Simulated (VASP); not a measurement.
VASP runs on CaIr3 (atoms displaced from the space group 221 structure) share one base input (PBE GGA, plane waves, VASP's PBE PAW potentials (set 64)) and change the settings named in each case.

**KPOINTS**
```
Automatic mesh
0
Gamma
4 4 4
0 0 0
```

### INCAR
```
SYSTEM = CaIr3
PREC = Accurate; ENCUT = 300; LREAL = .FALSE.
LASPH = .TRUE.
EDIFF = 1E-6; NELM = 100; ALGO = Normal
LMAXMIX = 6
ISMEAR = -1; SIGMA = 0.1
GGA = PE
ISIF = 2
LWAVE = .FALSE.; LCHARG = .FALSE.
```

**POSCAR**
```
CaIr3
1
    4.2903220000     0.0000000000     0.0000000000
    0.0000000000     4.2903220000     0.0000000000
    0.0000000000     0.0000000000     4.2903220000
Ir Ca
3 1
Direct
 -0.0051050000   0.5022960000   0.4911570000
  0.5039970000   0.4998840000   0.0030520000
  0.5011400000  -0.0079650000   0.4999980000
 -0.0000320000   0.0057850000   0.0057940000
```

POTCAR, in this order: Ir Ca_sv (PBE.64 set). Program: vasp_std.

```csv
change,E(σ→0) (eV/atom),pressure (GPa),largest force (eV/Å),−TS (eV)
base run,-6.7420,-22.48,0.311,-0.1631
GGA = PS,-7.3314,-28.04,0.293,-0.1671
"GGA_COMPAT = .FALSE., LNONCOLLINEAR = .TRUE., LSORBIT = .TRUE., MAGMOM = 0.0 0.0 0.0 0.0 0.0 0.0 0.0 0.0 0.0 0.0 0.0 0.0, program vasp_ncl",-7.0731,-21.50,0.315,-0.1571
KPOINTS 3×3×3 Γ-centred mesh,-6.7578,-22.71,0.323,-0.1762
```
 Energies of different potentials or functionals have different zeros.  Unless said otherwise, spin-orbit coupling is left out, though it shifts the bands of the heavy elements here. At 300 eV the pressure can carry a Pulay error.

Left out are runs that ran out of time, are held back, or changed the cell or the kind of run, fixed moments of cells without a moment, rows past the twelfth, gaps on odd meshes, pressures of charged cells and columns that move by less than the noise.

The structure was generated: CaIr3 was put into an ordered model structure, which need not be its known phase. The cell was not relaxed at this level, its atoms were moved at random.
